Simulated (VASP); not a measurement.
The system is GaBiSe3.

```
Ga Bi Se
1.0
     4.77361    0.00000    0.00000
     0.00000    4.77361    0.00000
     0.00000    0.00000    4.77361
Ga Bi Se
1 1 3
Cartesian
  0.0000 0.0000 0.0000
  2.3868 2.3868 2.3868
  0.0000 0.0000 2.3868
  0.0000 2.3868 0.0000
  2.3868 0.0000 0.0000
```

The cell was built by a generator and needn't be a form met in nature.

```yaml
Program: VASP 6.6.1
Task: relaxation of cell and atoms
Functional: PBE
Potentials_or_basis: VASP PAW PBE potentials, release 64 (Ga_d, Bi_d, Se)
Cutoff: 520 eV
k_mesh: 3 × 3 × 3
Occupations: gaussian, width 0.15 eV
Spin: no spin polarisation
```

At the start: pressure 11.6 GPa; volume 21.76 Å³/atom.

Q: Where does the relaxation end?

A: Over 3 steps the energy falls by 108.6 meV/atom and the volume is 25.19 Å³/atom (+15.8 %); space group Pm-3m (No. 221, to 0.05 Å).

The path:
```csv
step,energy change (eV),largest force (eV/Å),pressure (GPa),volume (Å³)
1,0.0000,0.0000,11.61,108.78
2,-0.4364,0.0000,-3.03,135.53
3,-0.5429,0.0000,-0.01,125.94
```

Final structure:
```
CELL_PARAMETERS angstrom
5.01251 0.00000 0.00000
0.00000 5.01251 0.00000
0.00000 0.00000 5.01251
ATOMIC_POSITIONS crystal
Ga 0.00000 0.00000 0.00000
Bi 0.50000 0.50000 0.50000
Se 0.00000 0.00000 0.50000
Se 0.00000 0.50000 0.00000
Se 0.50000 0.00000 0.00000
```

Caveat: the k mesh is coarse (spacing up to 0.44 Å⁻¹), so the values aren't converged; the volume moved by over 15 % at a fixed basis, so the end points are rough.
